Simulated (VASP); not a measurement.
Output of a VASP run:

### OSZICAR
```
...
DAV:   8    -0.198204446109E+02    0.90213E-02   -0.51574E-02  2652   0.176E+00    0.290E-01
DAV:   9    -0.198205455268E+02   -0.10092E-03   -0.10789E-03  3312   0.265E-01    0.204E-01
DAV:  10    -0.198205339109E+02    0.11616E-04   -0.60568E-05  2712   0.635E-02    0.300E-01
DAV:  11    -0.198205358755E+02   -0.19646E-05   -0.87176E-06  2952   0.246E-02    0.147E-02
DAV:  12    -0.198205362216E+02   -0.34607E-06   -0.64963E-07  1860   0.676E-03
   1 F= -.17135060E+02 E0= -.17134813E+02  d E =-.171351E+02
       N       E                     dE             d eps       ncg     rms          rms(c)
DAV:   1    -0.203228300502E+02   -0.50229E+00   -0.20070E+01  2352   0.401E+01    0.106E+01
DAV:   2    -0.197305981574E+02    0.59223E+00   -0.11552E+00  2382   0.937E+00    0.305E+00
DAV:   3    -0.195411430977E+02    0.18946E+00   -0.38539E-01  2406   0.504E+00    0.165E+00
DAV:   4    -0.195262518054E+02    0.14891E-01   -0.33122E-02  2696   0.150E+00    0.141E+00
DAV:   5    -0.195241508365E+02    0.21010E-02   -0.52790E-03  2838   0.481E-01    0.197E-01
DAV:   6    -0.195241976586E+02   -0.46822E-04   -0.21368E-04  3076   0.110E-01    0.594E-02
DAV:   7    -0.195241859007E+02    0.11758E-04   -0.60921E-06  2898   0.186E-02    0.135E-02
DAV:   8    -0.195241860500E+02   -0.14931E-06   -0.11178E-07  1590   0.256E-03
   2 F= -.17090509E+02 E0= -.17090278E+02  d E =0.445514E-01
       N       E                     dE             d eps       ncg     rms          rms(c)
DAV:   1    -0.200548704183E+02   -0.53068E+00   -0.77670E+00  2352   0.249E+01    0.721E+00
DAV:   2    -0.198283874292E+02    0.22648E+00   -0.49132E-01  2406   0.589E+00    0.192E+00
DAV:   3    -0.197586037829E+02    0.69784E-01   -0.12249E-01  2424   0.271E+00    0.807E-01
DAV:   4    -0.197493297382E+02    0.92740E-02   -0.21596E-02  2592   0.117E+00    0.654E-01
DAV:   5    -0.197488048674E+02    0.52487E-03   -0.17526E-03  2946   0.264E-01    0.120E-01
DAV:   6    -0.197488083143E+02   -0.34469E-05   -0.84137E-05  2808   0.688E-02    0.476E-02
DAV:   7    -0.197488062044E+02    0.21099E-05   -0.40398E-06  2994   0.156E-02    0.112E-02
DAV:   8    -0.197488060951E+02    0.10933E-06   -0.51632E-08  1554   0.180E-03
   3 F= -.17160200E+02 E0= -.17159882E+02  d E =-.251399E-01
       N       E                     dE             d eps       ncg     rms          rms(c)
DAV:   1    -0.197469429807E+02    0.18632E-02   -0.11204E-03  2376   0.297E-01    0.822E-02
DAV:   2    -0.197469100865E+02    0.32894E-04   -0.68259E-05  2430   0.703E-02    0.225E-02
DAV:   3    -0.197468998622E+02    0.10224E-04   -0.19182E-05  2484   0.344E-02    0.106E-02
DAV:   4    -0.197468988602E+02    0.10020E-05   -0.24506E-06  1976   0.132E-02    0.862E-03
DAV:   5    -0.197468992145E+02   -0.35433E-06   -0.57301E-07  1302   0.644E-03
   4 F= -.17160206E+02 E0= -.17159888E+02  d E =-.251463E-01
       N       E                     dE             d eps       ncg     rms          rms(c)
DAV:   1    -0.197470727645E+02   -0.17390E-03   -0.32417E-02  2364   0.150E+00    0.163E-01
DAV:   2    -0.197467169613E+02    0.35580E-03   -0.51320E-04  3084   0.181E-01    0.732E-02
DAV:   3    -0.197466074883E+02    0.10947E-03   -0.12379E-04  3086   0.795E-02    0.587E-02
DAV:   4    -0.197465893813E+02    0.18107E-04   -0.42092E-05  3202   0.475E-02    0.268E-02
DAV:   5    -0.197465893927E+02   -0.11393E-07   -0.23333E-06  1962   0.119E-02
   5 F= -.17160347E+02 E0= -.17160032E+02  d E =-.140819E-03
```

OUTCAR:
```
------------------------ aborting loop because EDIFF is reached ----------------------------------------
  FORCE on cell =-STRESS in cart. coord.  units (eV):
  Direction    XX          YY          ZZ          XY          YZ          ZX
  --------------------------------------------------------------------------------------
  Total        2.5837436      2.5837436      2.6052154      0.0000000      0.0000000      0.0000000
  in kB       99.9033918     99.9033885    100.7336217      0.0000000      0.0000000      0.0000000
  external PRESSURE =       0.1801340 kB  Pullay stress =     100.0000000 kB
  volume of cell :       41.44
      direct lattice vectors                 reciprocal lattice vectors
     1.556521250 -2.695973844 -0.000000000     0.321229151 -0.185461740  0.000000000
     1.556521250  2.695973844 -0.000000000     0.321229151  0.185461740  0.000000000
    -0.000000000  0.000000000  4.937180973     0.000000000  0.000000000  0.202544733
 POSITION                                       TOTAL-FORCE (eV/Angst)
 -----------------------------------------------------------------------------------
      1.55652      0.89866      1.23430        -0.000000     -0.000000      0.000000
      1.55652     -0.89866      3.70289         0.000000      0.000000      0.000000
 -----------------------------------------------------------------------------------
    total drift:                                0.000000      0.000171     -0.000015
  FREE ENERGIE OF THE ION-ELECTRON SYSTEM (eV)
  ---------------------------------------------------
  free  energy   TOTEN  =       -19.7465893927 eV

  energy  without entropy=      -19.7456442831  energy(sigma->0) =      -19.74627436
  enthalpy is  TOTEN    =       -17.1603472246 eV   P V=        2.5862421681

 reached required accuracy - stopping structural energy minimisation
```
(Selected blocks of OUTCAR.)

### POSCAR
```
Hf
1
    1.5777030464    -2.7326617956     0.0000000000
    1.5777030464     2.7326617956     0.0000000000
    0.0000000000     0.0000000000     4.9898872411
Hf
2
Direct
  0.3333330000   0.6666670000   0.2500000000
  0.6666670000   0.3333330000   0.7500000000
```

Question: Reconstruct the remaining input files.

Answer: One answer among several that fit: the input of the run itself, PBE GGA, plane waves, VASP's PBE PAW potentials (set 64).

**INCAR**
```
! general
SYSTEM =Hf
PREC   =Accurate
ENCUT  =500   ! plane-wave cut-off (eV)
LREAL  =.FALSE.   ! projection in real space or not
LASPH  =.TRUE.   ! aspherical one-centre terms

! electronic loop
EDIFF  =1E-6
NELM   =100   ! most electronic steps
ALGO   =Normal
LMAXMIX=6

! smearing
ISMEAR =1   ! Methfessel-Paxton
SIGMA  =0.1

! functional
GGA    =PE   ! PBE

! ions
IBRION =2
NSW    =40   ! most ionic steps
ISIF   =3   ! ions, shape and volume
EDIFFG =-0.02
PSTRESS=100   ! kbar

! output
LWAVE  =.FALSE.
LCHARG =.FALSE.
```

**KPOINTS**
```
Automatic mesh
0
Gamma
13 13 7
0 0 0
```

POTCAR, in this order: Hf_pv (PBE.64 set). Program: vasp_std.

Energy and stress use the plane-wave basis of the starting cell.

The compound is Hf in the hcp structure. This run relaxes it under an external pressure of 10 GPa. Symmetry was kept, so distortions that lower it aren't found.
